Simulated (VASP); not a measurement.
OSZICAR of a VASP run on Ga35N36:

**OSZICAR**
```
       N       E                     dE             d eps       ncg     rms          rms(c)
DAV:   1    -0.514362691709E+03   -0.51436E+03   -0.22552E+01   732   0.125E+01    0.957E+00
DAV:   2    -0.514551350214E+03   -0.18866E+00   -0.83196E-01   824   0.172E+00    0.652E+00
DAV:   3    -0.514511127045E+03    0.40223E-01   -0.62732E-02   836   0.610E-01    0.379E+00
DAV:   4    -0.514491686441E+03    0.19441E-01   -0.16499E-02   816   0.250E-01    0.217E+00
DAV:   5    -0.514485353496E+03    0.63329E-02   -0.55683E-03   832   0.149E-01    0.120E+00
DAV:   6    -0.514483167172E+03    0.21863E-02   -0.11495E-03   824   0.813E-02    0.670E-01
DAV:   7    -0.514482391183E+03    0.77599E-03   -0.41591E-04   832   0.567E-02    0.372E-01
DAV:   8    -0.514482155744E+03    0.23544E-03   -0.19766E-04   864   0.357E-02    0.204E-01
DAV:   9    -0.514482081373E+03    0.74371E-04   -0.40867E-05   676   0.168E-02    0.113E-01
DAV:  10    -0.514482059936E+03    0.21436E-04   -0.21443E-05   536   0.116E-02    0.615E-02
DAV:  11    -0.514482055927E+03    0.40093E-05   -0.73910E-06   424   0.635E-03
   1 F= -.51448206E+03 E0= -.51448206E+03  d E =-.227865E-11  mag=     2.0000
```

Task: Which electronic solver shows in the log?

Result: It is blocked Davidson (ALGO = Normal, or the opening steps of other solvers). The INCAR had ALGO = Normal.

Task: How was spin treated?

Result: Collinear spin (ISPIN = 2): the summary line carries one mag value, 2.00 μB in the cell.

Task: Can the final energy be trusted as converged?

Result: The run converged. It stopped with EDIFF = 1E-5, NELM = 50 (HSE06 screened hybrid, plane waves, VASP's PBE PAW potentials (set 64)).  The cell is charged, with a uniform compensating background. The supercell is sampled at Γ alone, which is coarse: total energies, pressure and levels can be off, energies of defects by several tenths of an eV.

The cell is a supercell with a defect, built from GaN (wurtzite): vac_Ga, charge -1. The cell's shape comes from a PBE relaxation. The total moment is imposed (NUPDOWN), so this need not be the lowest spin state.
